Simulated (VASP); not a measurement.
An input for Ansatz (written as the equivalent of a VASP run, and not itself run):

Ansatz 0.2 input:
```yaml
crystal:
  lattice:
    - [0.0000000, 2.3113122, 2.3113122]
    - [2.3113122, 0.0000000, 2.3113122]
    - [9.2456308, 9.2456308, -0.0003822]
  atoms:
    - { symbol: Zr, position: [0.0000000, 0.0000000, 0.0000000] }
    - { symbol: C, position: [0.4965745, 0.4965745, 0.1275691] }
    - { symbol: C, position: [0.4992307, 0.4992307, 0.3755770] }
    - { symbol: C, position: [0.5007693, 0.5007693, 0.6244230] }
    - { symbol: C, position: [0.5034255, 0.5034255, 0.8724309] }
    - { symbol: Hf, position: [0.9982467, 0.9982467, 0.2513150] }
    - { symbol: Hf, position: [0.0000000, 0.0000000, 0.5000000] }
    - { symbol: Hf, position: [0.0017533, 0.0017533, 0.7486850] }
kpoints:
  mp_grid: { grid: [10, 10, 3] }
hamiltonian:
  xc: pbesol
  pseudopotentials: { kind: paw }
scf:
  occupations: { method: methfessel_paxton, width: 0.1 }
  max_iter: 100
relax:
  max_steps: 60
  f_tol: 0.02
  cell: {}
output: { forces: true, stress: true, eigenvalues: true }
```

Problem. Translate this input to VASP (INCAR, KPOINTS, POSCAR, choice of POTCAR).

Solution. This is not unique; one that fits is 
POSCAR:
```
Hf3ZrC4
1
    0.0000000000     2.3113121562     2.3113121562
    2.3113121562     0.0000000000     2.3113121562
    9.2456307804     9.2456307804    -0.0003821555
Zr C Hf
1 4 3
Direct
  0.0000000000   0.0000000000   0.0000000000
  0.4965745150   0.4965745150   0.1275691138
  0.4992306736   0.4992306736   0.3755769948
  0.5007693264   0.5007693264   0.6244230052
  0.5034254850   0.5034254850   0.8724308862
  0.9982467308   0.9982467308   0.2513149519
  0.0000000000   0.0000000000   0.5000000000
  0.0017532692   0.0017532692   0.7486850481
```

INCAR:
```
LREAL = .FALSE.   ! projection in real space or not
ALGO = Normal   ! blocked Davidson
EDIFFG = -0.02   ! ionic stop
LMAXMIX = 6   ! l cut-off of mixed one-centre charges
GGA = PS
ISMEAR = 1
NELM = 100   ! most electronic steps
ENCUT = 520   ! plane-wave cut-off (eV)
ISIF = 3   ! ions, shape and volume
SYSTEM = Hf3ZrC4
SIGMA = 0.1   ! width (eV)
LWAVE = .FALSE.
IBRION = 2   ! conjugate gradients
NSW = 60
PREC = Accurate
LCHARG = .FALSE.
EDIFF = 1E-6
LASPH = .TRUE.   ! aspherical one-centre terms
```

KPOINTS:
```
Automatic mesh
0
Gamma
10 10 3
0 0 0
```

POTCAR, in this order: Zr_sv C Hf_pv (PBE.64 set). Program: vasp_std.

What does not carry over: each code has its own PAW files, so the cut-off isn't converted (ENCUT is set for VASP's; basis.ecutwfc is left out, and Ansatz then takes the one that its files recommend); Ansatz stops its SCF on the density residual and VASP on the energy change (EDIFF).

The structure was generated: Hf3ZrC4 was put into an ordered model structure (R-3m), which need not be its known phase. This run relaxes it. Symmetry was kept, so distortions that lower it aren't found. The start is the result of an earlier pass.
